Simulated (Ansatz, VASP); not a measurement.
# Cross-check of Cs8K6Na18Cl9F23 between VASP and Ansatz, part 2 of 2

Wanted: the spread between two codes on one cell, functional and k mesh. The structure shown is frame 52 of Ansatz's trajectory.

VASP 6.6.1 and Ansatz 0.2.0.

So far: Set-up; Ansatz: dynamics, LDA.

## 3. VASP: single point, LDA

Level of this step: LDA; plane waves and PAW (Cs_sv, Na_pv, K_sv, Cl, F) (VASP).

The same cell, functional (in two slightly different forms), mesh and smearing now go to VASP, with its own data sets.

Lines of VASP's logs that name or quote its potential files are left out, and so is its time.

Contents of INCAR:

```
SYSTEM = Cs8K6Na18Cl9F23
PREC = Accurate
ENCUT = 520
EDIFF = 1E-06
NELM = 120
ISMEAR = -1
SIGMA = 0.078
LREAL = Auto
ALGO = Normal
GGA = PW92
NBANDS = 288
LORBIT = 11
LWAVE = .FALSE.
LCHARG = .FALSE.
ISIF = 2
LASPH = .TRUE.
GGA_COMPAT = .FALSE.
EFERMI = MIDGAP
NCORE = 2
```

Contents of POSCAR:

```
Cs8K6Na18Cl9F23
1.0
   12.3019000000      0.0000000000      0.0000000000
    0.0000000000     12.3019000000      0.0000000000
    0.0000000000      0.0000000000     12.3019000000
Cs Na K Cl F
8 18 6 9 23
Direct
    0.7251806631      0.5485087669      0.8157845536
    0.0883928499      0.6429088190      0.6440062104
    0.9838236370      0.2349311895      0.6582153976
    0.4781537811      0.8179143059      0.9122411985
    0.1539436998      0.0944975979      0.9927734740
    0.8183044896      0.8085173835      0.0435948918
    0.5783740723      0.2425072550      0.1801347759
    0.9858233281      0.8653785188      0.3694876401
    0.0021053658      0.3673497590      0.9483250555
    0.7959989920      0.4519870914      0.2592932799
    0.1350360513      0.0021785253      0.6203675855
    0.3993935896      0.1701525781      0.4355993790
    0.1554881766      0.8263276404      0.0359375381
    0.3570424081      0.8479421878      0.2283956137
    0.3448085255      0.1638446094      0.6435103521
    0.7256846503      0.5869012104      0.4897942594
    0.5566863655      0.9976263829      0.2414667653
    0.0988383908      0.6406408766      0.9165494761
    0.5493704225      0.6615888603      0.3122200636
    0.7704663507      0.1929620628      0.3853063348
    0.2255423959      0.6202862972      0.2132272251
    0.4614409156      0.4776904381      0.4873230964
    0.5434038644      0.7778554532      0.6387549891
    0.6326421122      0.9036652875      0.4085222608
    0.8810265081      0.1056422179      0.1240377503
    0.7093863550      0.0466675879      0.9413342654
    0.4710979605      0.5403961990      0.0743624969
    0.8833513522      0.8485681074      0.7064193336
    0.3351677383      0.7863500760      0.4726993391
    0.2937757582      0.3529292223      0.9356034434
    0.0624212520      0.3660897910      0.2916947789
    0.2322893212      0.3730561946      0.6308131264
    0.1009762720      0.8302376056      0.8411221031
    0.2293792016      0.5067753762      0.4351360359
    0.8170201351      0.0535364456      0.5234882417
    0.9501784277      0.5916565734      0.1833781774
    0.6190344581      0.3542054479      0.9447483722
    0.8819450654      0.1906778628      0.9033807786
    0.4271697868      0.9754834619      0.6338776937
    0.8672887928      0.4157894309      0.4844617498
    0.4078556971      0.6377957876      0.6643120168
    0.6114421350      0.6900722653      0.0505856819
    0.6644339492      0.5201066502      0.3470033084
    0.5712125769      0.1325811460      0.3909152245
    0.7781724774      0.6856989571      0.6168559328
    0.6976727172      0.8953332412      0.8719222234
    0.2686820735      0.6679212154      0.0445459644
    0.0036742292      0.9617376178      0.1445061332
    0.4044253327      0.3122607077      0.5488664353
    0.1282078378      0.4540680708      0.8068103301
    0.0573244783      0.8715808127      0.6180589990
    0.5630187207      0.6776676774      0.4900381242
    0.4277631911      0.5679204025      0.2524813240
    0.4697485754      0.8675976882      0.3472390444
    0.7464050269      0.8610621124      0.3029857177
    0.6817077037      0.0414163666      0.1039432933
    0.8418130533      0.2667148977      0.2250221510
    0.2480023411      0.1785577838      0.7734821450
    0.9352864192      0.6244157407      0.8685812761
    0.4030109170      0.9664279502      0.1302237866
    0.2098944066      0.7758557621      0.2851104301
    0.1010250449      0.3037986002      0.0443671303
    0.2303790471      0.1819556329      0.5279672246
    0.4062624473      0.3516123526      0.0978304164
```

Contents of KPOINTS:

```
Automatic mesh
0
Gamma
1 1 1
0 0 0
```

PAW data sets: Cs_sv, Na_pv, K_sv, Cl and F (LDA family, release 64).

The run is started by

```sh
$ mpirun -np 8 vasp_gam
```

Numbers of over 12 decimals in the logs are rounded to 6 here.

The log of the run:

```text
[banner, memory and clock lines left out]
running    8 mpi-ranks, on    1 nodes
[...]
|                                                                             |
|               ----> ADVICE to this user running VASP <----                  |
|                                                                             |
|     You enforced a specific xc type in the INCAR file but a different       |
|     [... a line on the potential file left out ...]
|     I HOPE YOU KNOW WHAT YOU ARE DOING!                                     |
|                                                                             |

 LDA part: xc-table for (Slater(with rela. corr.)+PW92), standard interpolation
 POSCAR, INCAR and KPOINTS ok, starting setup
[...]
entering main loop
       N       E                     dE             d eps       ncg     rms          rms(c)
DAV:   1     0.623869325910E+04    0.62387E+04   -0.24920E+05   592   0.168E+03
DAV:   2     0.695482222361E+03   -0.55432E+04   -0.53060E+04   664   0.468E+02
DAV:   3    -0.230248744510E+03   -0.92573E+03   -0.91502E+03   656   0.200E+02
DAV:   4    -0.292895411149E+03   -0.62647E+02   -0.62274E+02   664   0.516E+01
[...]
DAV:  19    -0.253552421194E+03    0.69839E-05   -0.33934E-05   720   0.183E-02    0.133E-02
DAV:  20    -0.253552420365E+03    0.82883E-06   -0.27578E-05   664   0.154E-02    0.573E-03
DAV:  21    -0.253552420492E+03   -0.12677E-06   -0.86287E-06   728   0.797E-03
   1 F= -.25355242E+03 E0= -.25355242E+03  d E =-.529654E-06
```

OUTCAR, selected parts (step 3):

```text
  Total      -30.6175058    -24.9466026    -17.4992081      1.6377714     -3.9373016      3.3139647
  in kB      -26.3489804    -21.4686835    -15.0595641      1.4094423     -3.3883845      2.8519498
  external PRESSURE =     -20.9590760 kB  Pullay stress =       0.0000000 kB

 POSITION                                       TOTAL-FORCE (eV/Angst)
 -----------------------------------------------------------------------------------
      8.92110      6.74770     10.03570         0.278557      0.385374      0.021907
      1.08740      7.90900      7.92250        -0.165897     -0.280328      0.088231
     12.10290      2.89010      8.09730        -0.228486      0.120019     -0.037953
      5.88220     10.06190     11.22230         0.276704      0.007710      0.487308
      1.89380      1.16250     12.21300        -0.006930      0.150626     -0.130341
     10.06670      9.94630      0.53630        -0.303962     -0.390160      0.462501
      7.11510      2.98330      2.21600        -0.098014      0.494609     -0.493399
     12.12750     10.64580      4.54540        -0.419591     -0.151252     -0.501920
      0.02590      4.51910     11.66620        -1.094166      1.076077     -1.260483
      9.79230      5.56030      3.18980         0.084113      0.005245      0.024329
      1.66120      0.02680      7.63170         1.430264      1.598247      0.222447
      4.91330      2.09320      5.35870         0.267556      0.323907      0.255808
      1.91280     10.16540      0.44210         0.157376     -0.164651      0.901758
      4.39230     10.43130      2.80970        -0.492033     -0.605916     -0.146242
[...]
-----------------------------------------------------------------------------------
    total drift:                               -0.010795      0.009917      0.002027

  FREE ENERGIE OF THE ION-ELECTRON SYSTEM (eV)
  ---------------------------------------------------
  free  energy   TOTEN  =      -253.5524204922 eV

  energy  without entropy=     -253.5524199626  energy(sigma->0) =     -253.55242023

[... 3 further parts left out ...]
[key lines of the parts left out:]
E-fermi :  -0.3653
```

The run ends at a pressure of -2.10 GPa, with forces up to 2.2 eV/Å.

## 4. Comparison

Known differences besides the potentials themselves: the data sets hold 512 valence electrons in Ansatz (on its default PAW (the set named soft_2) files) and 476 in VASP; the cutoff is 420 eV in Ansatz and 520 eV in VASP (PREC = Accurate, projectors in real space); VASP's log shows a relativistic correction to its local exchange, Ansatz's none. Total energies have different zeros and are not compared.

Forces on 7 of the 64 atoms, those with the largest forces and the largest differences (eV/Å; atoms numbered as in POSCAR):

```tsv
atom	Ansatz x, y, z	VASP x, y, z
Na9	-1.044, 1.041, -1.214	-1.094, 1.076, -1.260
Na11	1.389, 1.533, 0.221	1.430, 1.598, 0.222
F51	-0.721, -1.281, -0.902	-0.735, -1.332, -0.914
F53	-0.824, 0.432, 0.497	-0.861, 0.425, 0.543
F58	-0.786, 0.307, 0.647	-0.803, 0.303, 0.667
F62	1.410, -0.827, 1.184	1.448, -0.838, 1.241
F63	-0.868, -0.599, -0.418	-0.893, -0.604, -0.446
```

The forces differ by 17 meV/Å r.m.s., which is 3.6 % of the r.m.s. force of 0.455 eV/Å (both taken over all components).

## 5. Summary of results

```json
{
 "r.m.s. force difference (single point, LDA)": "3.6 % of the r.m.s. force"
}
```

**Reading.** The r.m.s. force difference is 3.6 % of the r.m.s. force (single point, LDA), beyond the 3 % picked in this series as the mark of a large difference. The data sets hold unlike numbers of valence electrons (512 in Ansatz and 476 in VASP), so part of the differences comes from the potentials. What causes the difference of the single point, LDA pair stays open here. 2 further runs of this series are not shown here. How closely two codes agree says nothing of how well the functional describes the real material.

[Lines on the potential files, build, host, timing and source positions are cut from VASP's logs without a mark.]

[Logs are printed without paths, hosts, clocks, repeated set-up lines and the standing remarks that a program may print on its own settings, such as how far it seeks lower states.]

[Hosts, paths, dates, database ids (printed as entryN), source tags and the programs' standing remarks are cut or masked in the printed files.]
